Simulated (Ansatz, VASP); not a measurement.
# TiPbSe3 in two plane-wave programs, part 2 of 2

Wanted: the spread between two codes on one cell, functional and k mesh. The cell is generated by rule, not measured, and may not be a known phase. Of the first pair: The two relaxations start from unlike cells of this crystal (the structure described is Ansatz's start), so only their ends are compared.

VASP 6.6.1 and Ansatz 0.2.0.

So far: The starting structure; Ansatz: relaxation of cell and atoms, PBEsol, pair 1; VASP: relaxation of cell and atoms, PBEsol, pair 1; Differences.

## 5. Ansatz: relaxation of cell and atoms, PBEsol, pair 2

Level of this step: Ansatz beside VASP: Kohn-Sham DFT, plane waves, PBEsol (Ansatz).

The relaxed volume is the usual yardstick between codes: in a stiff, nearly cubic crystal its relative difference is about their pressure difference at one cell divided by the bulk modulus. Its start cell is another than that of the pair before, and may be another structure of the material.

The cell is taken from a series of runs on this material, whose earlier steps may have relaxed, scaled, displaced or heated it; both programs get it as it stands.

input.yaml

```yaml
crystal:
  lattice:
    - [4.9325639572, 0.0, 0.0]
    - [0.0, 4.9325639572, 0.0]
    - [0.0, 0.0, 4.9325639572]
  atoms:
    - { symbol: Ti, position: [0.5, 0.5, 0.5] }
    - { symbol: Pb, position: [0.0, 0.0, 0.0] }
    - { symbol: Se, position: [0.0, 0.5, 0.5] }
    - { symbol: Se, position: [0.5, 0.0, 0.5] }
    - { symbol: Se, position: [0.5, 0.5, 0.0] }
kpoints:
  mp_grid: { grid: [8, 8, 8] }
hamiltonian:
  xc: pbesol
scf:
  occupations: { method: methfessel_paxton, width: 0.2 }
output:
  forces: true
  stress: true
  eigenvalues: true
relax:
  adjacent_minimum: "off"
  f_tol: 0.001
  max_steps: 60
  cell: { stress_tol: 0.01 }
```

Command:

```
$ ansatz run input.yaml --threads 8 --pin off --max-ram 14336MiB --backend cpu --events-out ev --progress --plain --runs-dir out
```

Numbers of over 12 decimals in the logs are rounded to 6 here.

The log of the run:

```text
[...]
Crystal: 5 atoms, lattice volume = 120.010 Å³
Basis set: ecut = 420 eV, 2325 PW (Γ), exchange–correlation on 72×72×72 points (8 copies of the dense FFT grid, shifted against one another)
Bands: 45, of which v1, the nominal top of the filled ones, is band 37 counted from 1 (36 counted from 0)
Symmetry: 48 space group operations
[...]
k-points: 35 of 512
[...]
--- Relaxed structure (2 steps of the walk, 2 accepted, 1 SCFs on fresh bases) ---
[...]
cell:  # Å, volume = 119.9820 Å³
    - [4.932178, 0, 0]
    - [0, 4.932178, 0.0]
    - [0, 0.0, 4.932178]
  atoms:
    - { symbol: Ti, position: [0.5, 0.5, 0.5] }
    - { symbol: Pb, position: [0, 0, 0] }
    - { symbol: Se, position: [0, 0.5, 0.5] }
    - { symbol: Se, position: [0.5, 0, 0.5] }
    - { symbol: Se, position: [0.5, 0.5, 0] }
[key lines of the parts left out:]
SCF converged after 5 iterations
Free energy (F): -30504.408438 eV
Fermi energy:    9.885978 eV
P = ⅓ Tr σ = 0.0020 GPa (0.020 kbar)
```

## 6. VASP: relaxation of cell and atoms, PBEsol, pair 2

The same cell, functional, mesh and smearing now go to VASP, with its own data sets.

INCAR

```
SYSTEM = TiPbSe3
PREC = Accurate
ENCUT = 500
EDIFF = 1E-07
NELM = 120
ISMEAR = 1
SIGMA = 0.2
LREAL = .FALSE.
ALGO = Normal
GGA = PS
NBANDS = 28
LASPH = .TRUE.
LORBIT = 11
LWAVE = .FALSE.
LCHARG = .FALSE.
ISIF = 3
IBRION = 2
NSW = 80
EDIFFG = -0.005
GGA_COMPAT = .FALSE.
NELMIN = 4
KPAR = 2
```

POSCAR

```
TiPbSe3
1.0
    4.9325640000      0.0000000000      0.0000000000
    0.0000000000      4.9325640000      0.0000000000
    0.0000000000      0.0000000000      4.9325640000
Ti Pb Se
1 1 3
Direct
    0.5000000000      0.5000000000      0.5000000000
    0.0000000000      0.0000000000      0.0000000000
    0.0000000000      0.5000000000      0.5000000000
    0.5000000000      0.0000000000      0.5000000000
    0.5000000000      0.5000000000      0.0000000000
```

KPOINTS

```
Automatic mesh
0
Gamma
8 8 8
0 0 0
```

Potentials, in the order of the species: Ti_sv, Pb_d and Se (PBE family, release 64).

Command:

```
$ mpirun -np 2 vasp_std
```

The log of the run:

```text
[banner, memory and clock lines left out]
running    2 mpi-ranks, on    1 nodes
[...]
[... a notice as in an earlier step ...]

 LDA part: xc-table for (Slater+PW92), standard interpolation
 POSCAR, INCAR and KPOINTS ok, starting setup
[...]
entering main loop
       N       E                     dE             d eps       ncg     rms          rms(c)
DAV:   1     0.460827970318E+03    0.46083E+03   -0.20064E+04  1960   0.155E+03
DAV:   2     0.316679376963E+02   -0.42916E+03   -0.41834E+03  2004   0.435E+02
DAV:   3    -0.264358207301E+02   -0.58104E+02   -0.55642E+02  3236   0.154E+02
DAV:   4    -0.305981187157E+02   -0.41623E+01   -0.41462E+01  2828   0.327E+01
[...]
DAV:  15    -0.268246500033E+02   -0.82618E-07   -0.37786E-06  2444   0.171E-02    0.340E-03
DAV:  16    -0.268246498996E+02    0.10370E-06   -0.15532E-06  2552   0.972E-03    0.219E-03
DAV:  17    -0.268246498757E+02    0.23920E-07   -0.38898E-07  1940   0.431E-03
   1 F= -.26824650E+02 E0= -.26823804E+02  d E =-.268246E+02
[...]
2 F= -.26824668E+02 E0= -.26823840E+02  d E =-.185323E-04
 trial-energy change:   -0.000019  1 .order   -0.000020   -0.000100    0.000059
 step:   0.6119(harm=  0.6288)  dis= 0.00000  next Energy=   -26.824680 (dE=-0.301E-04)
[...]
N       E                     dE             d eps       ncg     rms          rms(c)
DAV:   1    -0.268248578487E+02   -0.18942E-03   -0.46179E-03  2044   0.776E-01    0.101E-01
DAV:   2    -0.268249428138E+02   -0.84965E-04   -0.20810E-03  2332   0.386E-01    0.118E-01
DAV:   3    -0.268246921486E+02    0.25067E-03   -0.98843E-04  2296   0.201E-01    0.297E-02
DAV:   4    -0.268246768115E+02    0.15337E-04   -0.10204E-04  2172   0.940E-02    0.692E-03
DAV:   5    -0.268246778522E+02   -0.10406E-05   -0.86385E-06  2896   0.163E-02    0.454E-03
DAV:   6    -0.268246785480E+02   -0.69580E-06   -0.72042E-07  2992   0.353E-03    0.302E-03
DAV:   7    -0.268246793215E+02   -0.77357E-06   -0.48735E-07  2656   0.261E-03    0.122E-03
DAV:   8    -0.268246795660E+02   -0.24443E-06   -0.13598E-07  1948   0.182E-03    0.137E-04
DAV:   9    -0.268246795676E+02   -0.16580E-08   -0.18988E-08  1084   0.887E-04
   3 F= -.26824680E+02 E0= -.26823845E+02  d E =-.296919E-04
[...]
reached required accuracy - stopping structural energy minimisation
```

From OUTCAR (step 6):

```text
  Total        0.0009214      0.0009214      0.0009214     -0.0000000      0.0000000      0.0000000
  in kB        0.0122877      0.0122877      0.0122877     -0.0000000      0.0000000      0.0000000
  external PRESSURE =       0.0122877 kB  Pullay stress =       0.0000000 kB

 POSITION                                       TOTAL-FORCE (eV/Angst)
 -----------------------------------------------------------------------------------
      2.46714      2.46714      2.46714        -0.000000     -0.000000      0.000000
      0.00000      0.00000      0.00000         0.000000      0.000000      0.000000
     -0.00000      2.46714      2.46714        -0.000000      0.000000      0.000000
      2.46714     -0.00000      2.46714         0.000000      0.000000      0.000000
      2.46714      2.46714      0.00000         0.000000      0.000000      0.000000
 -----------------------------------------------------------------------------------
    total drift:                                0.000000      0.000000      0.000000

  FREE ENERGIE OF THE ION-ELECTRON SYSTEM (eV)
  ---------------------------------------------------
  free  energy   TOTEN  =       -26.8246795676 eV

  energy  without entropy=      -26.8221764276  energy(sigma->0) =      -26.82384519

[... 1 part as in an earlier step ...]

[... 3 further parts left out ...]
[key lines of the parts left out:]
E-fermi :   5.3467
```

## 7. Side by side

What differs besides the data sets and the points named for the pairs above, as far as they apply: the data sets hold 74 valence electrons in Ansatz (on its default PAW (the set named soft_2) files) and 44 in VASP. Total energies have different zeros and are not compared.

Both answers:

| quantity | Ansatz | VASP | difference |
| --- | --- | --- | --- |
| volume (Å³) | 119.98 | 120.13 | -0.13 % |
| edge a after relaxation, in the typed setting (Å) | 4.932 | 4.934 | -0.04 % |

## 8. Results

| Quantity | Value |
| --- | --- |
| difference in volume (relaxation of cell and atoms, PBEsol, pair 1) | -0.59 % |
| difference in volume (relaxation of cell and atoms, PBEsol, pair 2) | -0.13 % |

In words: The difference in volume is -0.59 % (relaxation of cell and atoms, PBEsol, pair 1), within the 1.2 % picked in this series as the mark of a large difference, as far as the stopping tolerances let one tell. The data sets hold unlike numbers of valence electrons (74 in Ansatz and 44 in VASP), so part of the differences comes from the potentials. 1 further run of this series is not shown here. Such differences can come from data sets, numerical settings and the points named under the comparisons, not from the functional's error against experiment.

[Lines on the potential files, build, host, timing and source positions are cut from VASP's logs without a mark.]

[Logs are printed without paths, hosts, clocks, repeated set-up lines and the standing remarks that a program may print on its own settings, such as how far it seeks lower states.]

[Hosts, paths, dates, database ids (printed as entryN), source tags and the programs' standing remarks are cut or masked in the printed files.]
